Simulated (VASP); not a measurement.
All values below come from PBEsol GGA, VASP's PBE PAW potentials (set 64) (plane waves; VASP).

The input files of a VASP run:

POSCAR:
```
TaSb
1
    3.5031692602     0.0000000000     0.0000000000
   -1.7515846302     3.0338336620    -0.0000000000
    0.0000000000    -0.0000000000     7.6757775854
Ta Sb
2 2
Direct
  0.0000000000   0.0000000000   0.0000000000
  0.0000000000   0.0000000000   0.5000000000
  0.3333330000   0.6666670000   0.2500000000
  0.6666670000   0.3333330000   0.7500000000
```

INCAR:
```
ALGO=Normal
EDIFF=1E-7
ENCUT=400
GGA=PS
ISIF=2
ISMEAR=-5
LASPH=.TRUE.
LCHARG=.TRUE.
LEFG=.TRUE.
LMAXMIX=6
LORBIT=11
LREAL=.FALSE.
LWAVE=.FALSE.
NEDOS=601
NELM=100
PREC=Accurate
SYSTEM=TaSb
```

KPOINTS:
```
Automatic mesh
0
Gamma
11 11 5
0 0 0
```

POTCAR, in this order: Ta_pv Sb (PBE.64 set). Program: vasp_std.

The resulting files:

### OUTCAR
```
 ion  position               nearest neighbor table
   1  0.000  0.000  0.000-   3 2.79   4 2.79   4 2.79   3 2.79   4 2.79   3 2.79
   2  0.000  0.000  0.500-   3 2.79   4 2.79   4 2.79   3 2.79   4 2.79   3 2.79
   3  0.333  0.667  0.250-   1 2.79   2 2.79   1 2.79   2 2.79   1 2.79   2 2.79
   4  0.667  0.333  0.750-   1 2.79   2 2.79   1 2.79   2 2.79   1 2.79   2 2.79
  LATTYP: Found a hexagonal cell.
 ALAT       =     3.5031692602
 C/A-ratio  =     2.1910952670
 Subroutine PRICEL returns:
 Original cell was already a primitive cell.
 Subroutine GETGRP returns: Found 24 space group operations
The static configuration has the point symmetry D_3d.
 The point group associated with its full space group is D_6h.
The dynamic configuration has the point symmetry D_3d.
 Subroutine INISYM returns: Found 24 space group operations
 Subroutine IBZKPT returns following result:
 Found     48 irreducible k-points:

 Following reciprocal coordinates:
            Coordinates               Weight
  0.000000  0.000000  0.000000      1.000000
  0.090909  0.000000  0.000000      6.000000
  0.181818  0.000000  0.000000      6.000000
  0.272727  0.000000  0.000000      6.000000
  0.363636  0.000000  0.000000      6.000000
  0.454545  0.000000  0.000000      6.000000
  0.090909  0.090909  0.000000      6.000000
  0.181818  0.090909  0.000000     12.000000
  0.272727  0.090909  0.000000     12.000000
  0.363636  0.090909  0.000000     12.000000
  0.454545  0.090909  0.000000      6.000000
  0.181818  0.181818  0.000000      6.000000
  0.272727  0.181818  0.000000     12.000000
  0.363636  0.181818  0.000000     12.000000
  0.272727  0.272727  0.000000      6.000000
  0.363636  0.272727  0.000000      6.000000
  0.000000  0.000000  0.200000      2.000000
  0.090909  0.000000  0.200000     12.000000
  0.181818  0.000000  0.200000     12.000000
  0.272727  0.000000  0.200000     12.000000
...
```

### OSZICAR
```
       N       E                     dE             d eps       ncg     rms          rms(c)
DAV:   1     0.209730476820E+03    0.20973E+03   -0.13827E+04  2152   0.120E+03
DAV:   2    -0.247423963064E+02   -0.23447E+03   -0.22672E+03  2280   0.326E+02
DAV:   3    -0.350941217553E+02   -0.10352E+02   -0.99799E+01  2508   0.618E+01
DAV:   4    -0.353927564560E+02   -0.29863E+00   -0.28612E+00  2476   0.923E+00
DAV:   5    -0.354006215901E+02   -0.78651E-02   -0.78097E-02  2364   0.145E+00    0.185E+01
DAV:   6    -0.341063769187E+02    0.12942E+01   -0.49356E+00  2364   0.132E+01    0.797E+00
DAV:   7    -0.340022888733E+02    0.10409E+00   -0.35787E-01  2460   0.381E+00    0.257E+00
DAV:   8    -0.339856162621E+02    0.16673E-01   -0.34579E-02  2216   0.931E-01    0.198E-01
DAV:   9    -0.339855932243E+02    0.23038E-04   -0.27550E-03  2296   0.314E-01    0.826E-02
DAV:  10    -0.339856764727E+02   -0.83248E-04   -0.19328E-04  2756   0.921E-02    0.267E-02
DAV:  11    -0.339856444914E+02    0.31981E-04   -0.13452E-05  2356   0.206E-02    0.739E-03
DAV:  12    -0.339856395187E+02    0.49727E-05   -0.12781E-06  2568   0.787E-03    0.103E-03
DAV:  13    -0.339856390468E+02    0.47192E-06   -0.75908E-08  1424   0.197E-03    0.341E-04
DAV:  14    -0.339856393992E+02   -0.35244E-06   -0.13582E-08  1344   0.760E-04    0.114E-04
DAV:  15    -0.339856393831E+02    0.16148E-07   -0.28567E-09  1304   0.327E-04
   1 F= -.33985639E+02 E0= -.33985639E+02  d E =0.000000E+00
```

OUTCAR:
```
------------------------ aborting loop because EDIFF is reached ----------------------------------------
  FORCE on cell =-STRESS in cart. coord.  units (eV):
  Direction    XX          YY          ZZ          XY          YZ          ZX
  --------------------------------------------------------------------------------------
  Total        0.0198130      0.0198130      0.0340436     -0.0000000      0.0000000     -0.0000000
  in kB        0.3891213      0.3891213      0.6686071     -0.0000000      0.0000000     -0.0000000
  external PRESSURE =       0.4822832 kB  Pullay stress =       0.0000000 kB
  volume of cell :       81.58
      direct lattice vectors                 reciprocal lattice vectors
     3.503169260  0.000000000  0.000000000     0.285455805  0.164807981  0.000000000
    -1.751584630  3.033833662  0.000000000     0.000000000  0.329615962  0.000000000
     0.000000000  0.000000000  7.675777585     0.000000000  0.000000000  0.130279960
 POSITION                                       TOTAL-FORCE (eV/Angst)
 -----------------------------------------------------------------------------------
      0.00000      0.00000      0.00000        -0.000000      0.000000     -0.000000
      0.00000      0.00000      3.83789        -0.000000      0.000000     -0.000000
     -0.00000      2.02256      1.91894         0.000000     -0.000000      0.000000
      1.75159      1.01128      5.75683         0.000000      0.000000      0.000000
 -----------------------------------------------------------------------------------
    total drift:                                0.000000     -0.000000     -0.000000
  FREE ENERGIE OF THE ION-ELECTRON SYSTEM (eV)
  ---------------------------------------------------
  free  energy   TOTEN  =       -33.9856393831 eV

  energy  without entropy=      -33.9856393831  energy(sigma->0) =      -33.98563938

 total charge

# of ion       s       p       d       tot
------------------------------------------
    1        0.263   6.124   2.434   8.822
    2        0.263   6.124   2.434   8.822
    3        1.101   1.419   0.083   2.603
    4        1.101   1.419   0.083   2.603
--------------------------------------------------
tot          2.729  15.086   5.035  22.850

 Electric field gradients after diagonalization (V/A^2)
 (convention: |V_zz| > |V_xx| > |V_yy|)
----------------------------------------------------------------------
 ion       V_xx      V_yy      V_zz     asymmetry (V_yy - V_xx)/ V_zz
----------------------------------------------------------------------
   1     -10.665   -10.663    21.328       0.000
   2     -10.665   -10.663    21.328       0.000
   3      24.816    24.816   -49.632       0.000
   4      24.816    24.816   -49.632       0.000
```
(Selected blocks of OUTCAR.)

For a metal the tetrahedron method with Blöchl corrections gives inexact stress and forces.

The structure was generated: TaSb was put into the NiAs type type (P6_3/mmc), which need not be its known phase. It was relaxed first, which changed the volume by -43 %.
